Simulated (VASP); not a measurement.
These are revTPSS meta-GGA, VASP's PBE PAW potentials (set 64) (plane waves; VASP) values and carry that method's errors.

VASP ran on this input.

File KPOINTS:
```
Automatic mesh
0
Gamma
13 13 6
0 0 0
```

File POSCAR:
```
Cd
1
    1.4887959786    -2.5786705729     0.0000000000
    1.4887959786     2.5786705729     0.0000000000
    0.0000000000     0.0000000000     5.4365388215
Cd
2
Direct
  0.3333330000   0.6666670000   0.2500000000
  0.6666670000   0.3333330000   0.7500000000
```

**INCAR**
```
ALGO  =  Normal
EDIFF  =  1E-6
EDIFFG  =  -0.01
ENCUT  =  520
IBRION  =  2
ISIF  =  3
ISMEAR  =  1
LASPH  =  .TRUE.
LCHARG  =  .FALSE.
LMAXMIX  =  4
LMIXTAU  =  .TRUE.
LREAL  =  .FALSE.
LWAVE  =  .FALSE.
METAGGA  =  RTPSS
NELM  =  100
NSW  =  60
PREC  =  Accurate
SIGMA  =  0.1
SYSTEM  =  Cd
```

POTCAR, in this order: Cd (PBE.64 set). Program: vasp_std.

What VASP printed:

**OUTCAR**
```
 ion  position               nearest neighbor table
   1  0.333  0.667  0.250-   2 3.22   2 3.22   2 3.22   2 3.22   2 3.22   2 3.22
   2  0.667  0.333  0.750-   1 3.22   1 3.22   1 3.22   1 3.22   1 3.22   1 3.22
  LATTYP: Found a hexagonal cell.
 ALAT       =     2.9775922134
 C/A-ratio  =     1.8258171139
 Subroutine PRICEL returns:
 Original cell was already a primitive cell.
 Subroutine GETGRP returns: Found 24 space group operations
The static configuration has the point symmetry D_3d.
 The point group associated with its full space group is D_6h.
The dynamic configuration has the point symmetry D_3d.
 Subroutine INISYM returns: Found 24 space group operations
 Subroutine IBZKPT returns following result:
 Found     84 irreducible k-points:

 Following reciprocal coordinates:
            Coordinates               Weight
  0.000000  0.000000  0.000000      1.000000
  0.076923 -0.000000  0.000000      6.000000
  0.153846 -0.000000  0.000000      6.000000
  0.230769 -0.000000  0.000000      6.000000
  0.307692 -0.000000  0.000000      6.000000
  0.384615 -0.000000  0.000000      6.000000
  0.461538  0.000000  0.000000      6.000000
  0.076923  0.076923  0.000000      6.000000
  0.153846  0.076923  0.000000     12.000000
  0.230769  0.076923  0.000000     12.000000
  0.307692  0.076923  0.000000     12.000000
  0.384615  0.076923  0.000000     12.000000
  0.461538  0.076923  0.000000      6.000000
  0.153846  0.153846  0.000000      6.000000
  0.230769  0.153846  0.000000     12.000000
  0.307692  0.153846  0.000000     12.000000
  0.384615  0.153846  0.000000     12.000000
  0.230769  0.230769  0.000000      6.000000
  0.307692  0.230769  0.000000     12.000000
  0.384615  0.230769  0.000000      6.000000
  0.307692  0.307692  0.000000      6.000000
  0.000000  0.000000  0.166667      2.000000
  0.076923 -0.000000  0.166667     12.000000
  0.153846 -0.000000  0.166667     12.000000
  0.230769 -0.000000  0.166667     12.000000
  0.307692 -0.000000  0.166667     12.000000
  0.384615 -0.000000  0.166667     12.000000
  0.461538  0.000000  0.166667     12.000000
  0.076923  0.076923  0.166667     12.000000
  0.153846  0.076923  0.166667     24.000000
  0.230769  0.076923  0.166667     24.000000
  0.307692  0.076923  0.166667     24.000000
  0.384615  0.076923  0.166667     24.000000
  0.461538  0.076923  0.166667     12.000000
  0.153846  0.153846  0.166667     12.000000
  0.230769  0.153846  0.166667     24.000000
  0.307692  0.153846  0.166667     24.000000
  0.384615  0.153846  0.166667     24.000000
  0.230769  0.230769  0.166667     12.000000
  0.307692  0.230769  0.166667     24.000000
   k-points           NKPTS =     84   k-points in BZ     NKDIM =     84   number of bands    NBANDS=     16
   number of dos      NEDOS =    301   number of ions     NIONS =      2
   total plane-waves  NPLWV =  23040
   dimension x,y,z NGX =    24 NGY =   24 NGZ =   40
   dimension x,y,z NGXF=    48 NGYF=   48 NGZF=   80
   ions per type =               2
   PREC   = accura    normal or accurate (medium, high low for compatibility)
   ISTART =      0    job   : 0-new  1-cont  2-samecut
   ICHARG =      2    charge: 1-file 2-atom 10-const
   ISPIN  =      1    spin polarized calculation?
   LNONCOLLINEAR =      F non collinear calculations
   LSORBIT =      F    spin-orbit coupling
   INIWAV =      1    electr: 0-lowe 1-rand  2-diag
   ENCUT  =  520.0 eV  38.22 Ry    6.18 a.u.   5.54  5.54 10.11*2*pi/ulx,y,z
   NELM   =    100;   NELMIN=  2; NELMDL= -5     # of ELM steps
   EDIFF  = 0.1E-05   stopping-criterion for ELM
   LREAL  =      F    real-space projection
...
```

**OSZICAR**
```
       N       E                     dE             d eps       ncg     rms          rms(c)
DAV:   1     0.237144599676E+03    0.23714E+03   -0.15178E+04  2696   0.184E+03
DAV:   2     0.330568788556E+02   -0.20409E+03   -0.19840E+03  2944   0.466E+02
DAV:   3     0.275160567171E+02   -0.55408E+01   -0.55220E+01  3720   0.950E+01
DAV:   4     0.274755526949E+02   -0.40504E-01   -0.40494E-01  3504   0.100E+01
DAV:   5     0.274747815987E+02   -0.77110E-03   -0.77105E-03  3720   0.106E+00    0.604E+00
DAV:   6     0.122379923803E+03    0.94905E+02   -0.22131E+04  2688   0.185E+05    0.595E+00
DAV:   7    -0.882157887881E+03   -0.10045E+04   -0.91769E+03  2944   0.585E+03    0.105E+01
DAV:   8    -0.140236808837E+04   -0.52021E+03   -0.14829E+05  2688   0.268E+05    0.120E+01
DAV:   9    -0.167595257697E+05   -0.15357E+05   -0.15429E+05  3536   0.293E+03    0.134E+01
DAV:  10    -0.229235770880E+05   -0.61641E+04   -0.17483E+04  4944   0.729E+03    0.952E+00
DAV:  11     0.345454588670E+02    0.22958E+05   -0.28517E+03  2744   0.788E+01    0.978E+00
DAV:  12     0.309004248797E+02   -0.36450E+01   -0.33191E+01  3104   0.115E+01    0.577E+00
DAV:  13     0.311639129852E+02    0.26349E+00   -0.11042E+00  3000   0.687E+00    0.396E+00
DAV:  14     0.312150965826E+02    0.51184E-01   -0.15208E-02  3104   0.146E+00    0.328E+00
DAV:  15     0.312454969508E+02    0.30400E-01   -0.67321E-02  2928   0.352E+00    0.710E+00
DAV:  16     0.312984374779E+02    0.52941E-01   -0.16524E-01  2936   0.525E+00    0.877E+00
DAV:  17     0.312525054731E+02   -0.45932E-01   -0.20771E-01  2808   0.621E+00    0.818E+00
DAV:  18     0.312338062045E+02   -0.18699E-01   -0.19601E-02  3128   0.168E+00    0.892E+00
DAV:  19     0.312376804200E+02    0.38742E-02   -0.14322E-03  3016   0.527E-01    0.875E+00
DAV:  20     0.312343992825E+02   -0.32811E-02   -0.18095E-04  2952   0.172E-01    0.804E+00
DAV:  21     0.313271339041E+02    0.92735E-01   -0.31829E-01  2728   0.744E+00    0.524E+00
DAV:  22    -0.174164107395E+04   -0.17730E+04   -0.24293E+04  2960   0.781E+04    0.527E+01
DAV:  23     0.323852780126E+02    0.17740E+04   -0.51870E+02  2784   0.493E+01    0.291E+00
DAV:  24    -0.618138277607E+03   -0.65052E+03   -0.13661E+04  2864   0.818E+04    0.461E+01
DAV:  25    -0.724927264277E+04   -0.66311E+04   -0.65453E+04  4232   0.866E+02    0.322E+00
DAV:  26     0.311646784681E+02    0.72804E+04   -0.16574E+03  2768   0.416E+01    0.336E+00
DAV:  27    -0.950148229739E+03   -0.98131E+03   -0.16846E+04  2928   0.801E+04    0.529E+01
DAV:  28    -0.333199984934E+05   -0.32370E+05   -0.66307E+05  2912   0.342E+06    0.981E+01
DAV:  29     0.334591719210E+02    0.33353E+05   -0.62289E+02  2792   0.780E+01    0.199E+00
DAV:  30    -0.245346384778E+04   -0.24869E+04   -0.31670E+04  2992   0.714E+04    0.363E+01
DAV:  31     0.318703631557E+02    0.24853E+04   -0.57441E+02  2816   0.575E+01    0.760E+00
DAV:  32    -0.101756414340E+04   -0.10494E+04   -0.17446E+04  2976   0.803E+04    0.440E+01
DAV:  33    -0.648596664821E+04   -0.54684E+04   -0.54961E+04  4152   0.987E+02    0.369E+00
DAV:  34     0.312861665012E+02    0.65173E+04   -0.16127E+03  2752   0.375E+01    0.250E+00
DAV:  35     0.315776167343E+02    0.29145E+00   -0.51671E+00  2736   0.879E+00    0.291E+00
DAV:  36    -0.462593803966E+05   -0.46291E+05   -0.46804E+05  3040   0.686E+04    0.561E+01
DAV:  37     0.318959397722E+02    0.46291E+05   -0.64809E+02  2848   0.607E+01    0.394E+00
DAV:  38     0.317862370355E+02   -0.10970E+00   -0.71312E+00  2832   0.138E+01    0.345E+00
DAV:  39    -0.131021062201E+04   -0.13420E+04   -0.19576E+04  2992   0.763E+04    0.623E+01
DAV:  40     0.319781358951E+02    0.13422E+04   -0.39084E+02  2760   0.459E+01    0.232E+00
DAV:  41    -0.465329059115E+04   -0.46853E+04   -0.52851E+04  2960   0.742E+04    0.478E+01
DAV:  42    -0.599220599003E+04   -0.13389E+04   -0.48647E+04  4272   0.193E+03    0.393E+00
DAV:  43     0.311317451872E+02    0.60233E+04   -0.16353E+03  2752   0.374E+01    0.514E+00
DAV:  44     0.314953993947E+02    0.36365E+00   -0.47253E+00  2744   0.939E+00    0.366E+00
DAV:  45    -0.184077119294E+07   -0.18408E+07   -0.18414E+07  2992   0.784E+04    0.807E+01
DAV:  46     0.325469981350E+02    0.18408E+07   -0.69749E+02  2824   0.690E+01    0.269E+00
DAV:  47     0.305807498726E+02   -0.19662E+01   -0.19986E+01  2840   0.127E+01    0.242E+00
DAV:  48    -0.492754867381E+08   -0.49276E+08   -0.49276E+08  3040   0.814E+04    0.849E+01
DAV:  49    -0.114255692391E+05    0.49264E+08   -0.66778E+05  2696   0.279E+06    0.491E+01
DAV:  50    -0.142539424783E+06   -0.13111E+06   -0.13110E+06  3032   0.204E+04    0.456E+00
DAV:  51    -0.154626379881E+04    0.14099E+06   -0.94901E+03  2792   0.119E+02    0.286E+01
DAV:  52    -0.262633863382E+04   -0.10801E+04   -0.26868E+04  2824   0.333E+01    0.230E+01
DAV:  53    -0.154435353632E+05   -0.12817E+05   -0.15506E+05  3064   0.280E+01    0.628E+01
```

stdout:
```
...
 WARNING: Sub-Space-Matrix is not hermitian in DAV            5
   1.34209293171560
 WARNING: Sub-Space-Matrix is not hermitian in DAV            6
  0.623284392942930
 WARNING: Sub-Space-Matrix is not hermitian in DAV            7
  4.261785610147013E-002
 WARNING: Sub-Space-Matrix is not hermitian in DAV            8
  8.808798330798253E-003
 WARNING: Sub-Space-Matrix is not hermitian in DAV            9
   217.714238948140
 WARNING: Sub-Space-Matrix is not hermitian in DAV           10
   36.6125548831456
 WARNING: Sub-Space-Matrix is not hermitian in DAV           11
   76.7941076941762
 WARNING: Sub-Space-Matrix is not hermitian in DAV           12
   15.1574500174053
 WARNING: Sub-Space-Matrix is not hermitian in DAV           13
   31.0414384038330
 WARNING: Sub-Space-Matrix is not hermitian in DAV           14
   13.9265499019981
 WARNING: Sub-Space-Matrix is not hermitian in DAV           15
   9.24528472893446
 WARNING: Sub-Space-Matrix is not hermitian in DAV           16
   11.6380385010213

 -----------------------------------------------------------------------------
|                                                                             |
|     EEEEEEE  RRRRRR   RRRRRR   OOOOOOO  RRRRRR      ###     ###     ###     |
|     E        R     R  R     R  O     O  R     R     ###     ###     ###     |
|     E        R     R  R     R  O     O  R     R     ###     ###     ###     |
|     EEEEE    RRRRRR   RRRRRR   O     O  RRRRRR       #       #       #      |
|     E        R   R    R   R    O     O  R   R                               |
|     E        R    R   R    R   O     O  R    R      ###     ###     ###     |
|     EEEEEEE  R     R  R     R  OOOOOOO  R     R     ###     ###     ###     |
|                                                                             |
|     EDDAV: Call to ZHEGV failed. Returncode = 9 2 16                        |
|                                                                             |
|       ---->  I REFUSE TO CONTINUE WITH THIS SICK JOB ... BYE!!! <----       |
|                                                                             |
 -----------------------------------------------------------------------------
```

VASP stops with an error: EDDAV: Call to ZHEGV failed. Returncode = 9 2 16 ----> I REFUSE TO CONTINUE WITH THIS SICK JOB ... BYE!!! <----

The compound is Cd in the hcp structure. It was relaxed first. The start is the result of an earlier pass.
